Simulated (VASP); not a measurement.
Computed with PBE GGA, VASP's PBE PAW potentials (set 64) (plane waves; VASP).

VASP ran on this input.

POSCAR:
```
TiB
1.0
  3.8644550671   0.0000000000   0.0000000000
 -1.9322275335   3.3467166440   0.0000000000
  0.0000000000   0.0000000000   4.4526945776
Ti B
2 2
Cartesian
 -0.0000019322   2.2311455449   4.1742893504
  1.9322294658   1.1155710991   1.9479420616
 -0.0000019322   2.2311455449   1.9481656938
  1.9322294658   1.1155710991   4.1745129826
```

### INCAR
```
# general
SYSTEM =TiB
PREC   =Accurate
ENCUT  =520
LREAL  =F
LASPH  =T

# electronic loop
EDIFF  =1E-7
NELM   =100
ALGO   =Normal
LMAXMIX=4

# smearing
ISMEAR =-5

# functional
GGA    =PE

# ions
ISIF   =2

# output
LWAVE  =F
LCHARG =T
LORBIT =11
NEDOS  =601

# other
LEFG   =T
```

KPOINTS:
```
Automatic
0
G
 10 10 8
```

POTCAR, in this order: Ti_sv B (PBE.64 set). Program: vasp_std.

What VASP printed:

File OSZICAR:
```
       N       E                     dE             d eps       ncg     rms          rms(c)
DAV:   1     0.317729826478E+03    0.31773E+03   -0.15897E+04  2660   0.180E+03
DAV:   2     0.512233165240E+01   -0.31261E+03   -0.30714E+03  2679   0.504E+02
DAV:   3    -0.334827062724E+02   -0.38605E+02   -0.37875E+02  4978   0.147E+02
DAV:   4    -0.361242458605E+02   -0.26415E+01   -0.26322E+01  3394   0.377E+01
DAV:   5    -0.363071625926E+02   -0.18292E+00   -0.18276E+00  4021   0.766E+00    0.195E+01
DAV:   6    -0.281964118244E+02    0.81108E+01   -0.64992E+01  3460   0.660E+01    0.463E+00
DAV:   7    -0.281005542108E+02    0.95858E-01   -0.52983E+00  3413   0.196E+01    0.310E+00
DAV:   8    -0.281273852215E+02   -0.26831E-01   -0.19198E-01  3324   0.360E+00    0.124E+00
DAV:   9    -0.281392148301E+02   -0.11830E-01   -0.39594E-02  3318   0.177E+00    0.245E-01
DAV:  10    -0.281397295669E+02   -0.51474E-03   -0.11356E-02  4133   0.802E-01    0.876E-02
DAV:  11    -0.281395812432E+02    0.14832E-03   -0.33910E-03  3596   0.472E-01    0.616E-02
DAV:  12    -0.281395271017E+02    0.54141E-04   -0.15353E-04  3991   0.106E-01    0.250E-02
DAV:  13    -0.281395053222E+02    0.21780E-04   -0.88852E-05  4155   0.688E-02    0.255E-03
DAV:  14    -0.281395070498E+02   -0.17277E-05   -0.31358E-06  3480   0.140E-02    0.196E-03
DAV:  15    -0.281395062991E+02    0.75071E-06   -0.29634E-07  2628   0.433E-03    0.905E-04
DAV:  16    -0.281395063891E+02   -0.89974E-07   -0.29618E-08  1882   0.195E-03
   1 F= -.28139506E+02 E0= -.28139506E+02  d E =0.000000E+00
```

OUTCAR:
```
------------------------ aborting loop because EDIFF is reached ----------------------------------------
  FORCE on cell =-STRESS in cart. coord.  units (eV):
  Direction    XX          YY          ZZ          XY          YZ          ZX
  --------------------------------------------------------------------------------------
  Total        0.0973121      0.0973121     -0.1197992      0.0000000      0.0000000      0.0000000
  in kB        2.7073679      2.7073685     -3.3329932      0.0000000      0.0000000      0.0000000
  external PRESSURE =       0.6939144 kB  Pullay stress =       0.0000000 kB
  volume of cell :       57.59
      direct lattice vectors                 reciprocal lattice vectors
     3.864455067  0.000000000  0.000000000     0.258768696  0.149400159  0.000000000
    -1.932227534  3.346716644  0.000000000     0.000000000  0.298800319  0.000000000
     0.000000000  0.000000000  4.452694578     0.000000000  0.000000000  0.224583111
 POSITION                                       TOTAL-FORCE (eV/Angst)
 -----------------------------------------------------------------------------------
     -0.00000      2.23115      4.17429         0.000000      0.000000      0.001256
      1.93223      1.11557      1.94794        -0.000000     -0.000000      0.001256
     -0.00000      2.23115      1.94817        -0.000000     -0.000000     -0.001256
      1.93223      1.11557      4.17451        -0.000000     -0.000000     -0.001256
 -----------------------------------------------------------------------------------
    total drift:                               -0.003170      0.001830     -0.000006
  FREE ENERGIE OF THE ION-ELECTRON SYSTEM (eV)
  ---------------------------------------------------
  free  energy   TOTEN  =       -28.1395063891 eV

  energy  without entropy=      -28.1395063891  energy(sigma->0) =      -28.13950639

 total charge

# of ion       s       p       d       tot
------------------------------------------
    1        2.209   6.185   1.877  10.272
    2        2.209   6.185   1.877  10.272
    3        0.784   1.055   0.000   1.839
    4        0.784   1.055   0.000   1.839
--------------------------------------------------
tot          5.986  14.481   3.754  24.221
```
(Selected blocks of OUTCAR.)

For a metal the tetrahedron method with Blöchl corrections gives inexact stress and forces.

The structure was generated: TiB was put into the wurtzite type (P6_3mc), which need not be its known phase. It was relaxed first, which changed the volume by -36 %. The relaxed cell has space group P6_3/mmc.
